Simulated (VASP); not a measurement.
# Ga15NiN16 (a cell with a defect): single point with PBEsol+U

The system is Ga15NiN16 (a cell with a defect).

```
CELL_PARAMETERS angstrom
6.38000 0.00000 0.00000
-3.19000 5.52524 0.00000
0.00000 0.00000 10.37800
ATOMIC_POSITIONS crystal
Ni 0.33333 0.16667 0.00000
Ga 0.33333 0.16667 0.50000
Ga 0.33333 0.66667 0.00000
Ga 0.33333 0.66667 0.50000
Ga 0.83333 0.16667 0.00000
Ga 0.83333 0.16667 0.50000
Ga 0.83333 0.66667 0.00000
Ga 0.83333 0.66667 0.50000
Ga 0.16667 0.33333 0.25000
Ga 0.16667 0.33333 0.75000
Ga 0.16667 0.83333 0.25000
Ga 0.16667 0.83333 0.75000
Ga 0.66667 0.33333 0.25000
Ga 0.66667 0.33333 0.75000
Ga 0.66667 0.83333 0.25000
Ga 0.66667 0.83333 0.75000
N 0.33333 0.16667 0.18750
N 0.33333 0.16667 0.68750
N 0.33333 0.66667 0.18750
N 0.33333 0.66667 0.68750
N 0.83333 0.16667 0.18750
N 0.83333 0.16667 0.68750
N 0.83333 0.66667 0.18750
N 0.83333 0.66667 0.68750
N 0.16667 0.33333 0.43750
N 0.16667 0.33333 0.93750
N 0.16667 0.83333 0.43750
N 0.16667 0.83333 0.93750
N 0.66667 0.33333 0.43750
N 0.66667 0.33333 0.93750
N 0.66667 0.83333 0.43750
N 0.66667 0.83333 0.93750
```

```json
{
 "Program": "VASP 6.6.1",
 "Task": "single point",
 "Functional": "PBEsol",
 "Potentials or basis": "VASP PAW PBE potentials, release 64 (Ni, Ga_d, N)",
 "Cutoff": "450 eV",
 "k mesh": "3 × 3 × 2",
 "Occupations": "gaussian, width 0.03 eV",
 "Spin": "collinear spin, ferromagnetic start",
 "Fixed moment": "3 μB",
 "Hubbard terms": "Ni d U = 5 eV",
 "Dq": "0",
 "Further INCAR settings": "LREAL = Auto; ALGO = Normal; EDIFF = 1e-05"
}
```

```yaml
Largest_force: 0.342 eV/Å
Net_moment: 3.00 μB per cell
Site_moments: Ni +1.85; Ga -0.00, +0.01, +0.00; N +0.16, +0.00, -0.00, +0.01, +0.18 μB
Valence_electrons_inside_the_program's_atomic_spheres: Ni 9.27; Ga 11.87; N 3.69, 3.71, 3.72
```

Forces on the atoms (eV/Å):
```
Ni   0.000  0.000 -0.036
Ga   0.000  0.000 -0.099
Ga   0.114  0.066 -0.006
Ga   0.007  0.004 -0.145
Ga   0.000 -0.131 -0.006
Ga   0.000 -0.008 -0.145
Ga  -0.114  0.066 -0.006
Ga  -0.007  0.004 -0.145
Ga  -0.004  0.002 -0.275
Ga   0.096 -0.055 -0.048
Ga   0.000 -0.004 -0.275
Ga   0.000  0.111 -0.048
Ga   0.004  0.002 -0.275
Ga  -0.096 -0.055 -0.048
Ga   0.000  0.000 -0.189
Ga   0.000  0.000 -0.040
N    0.000  0.000 -0.259
N    0.000  0.000  0.037
N   -0.005 -0.003  0.146
N    0.000  0.000  0.111
N    0.000  0.006  0.146
N    0.000  0.000  0.111
N    0.005 -0.003  0.146
N    0.000  0.000  0.111
N    0.001 -0.001  0.151
N    0.253 -0.146  0.178
N    0.000  0.002  0.151
N    0.000  0.292  0.178
N   -0.001 -0.001  0.151
N   -0.253 -0.146  0.178
N    0.000  0.000  0.165
N    0.000  0.000  0.088
```

Eigenvalues of the final occupation matrices:
```csv
site,spin,trace,eigenvalues
site 1 d,1,4.99,0.98 0.98 1.01 1.01 1.01
site 1 d,2,3.24,0.43 0.43 0.43 0.98 0.98
```

Wall time 5.8 min on 4 MPI ranks on Intel(R) Xeon(R) 6975P-C (Granite Rapids) (shared host), peak memory 0.79 GiB a rank.

Caveat: the k mesh is coarse (spacing up to 0.38 Å⁻¹), so the values aren't converged; the PAW data sets were made with another functional, which shifts forces and pressure a little; the cell's inner coordinates are idealised or old, which leaves forces on the atoms; the total moment is fixed, so each spin has its own Fermi level. The state reached can hang on the start; a lower one may exist.
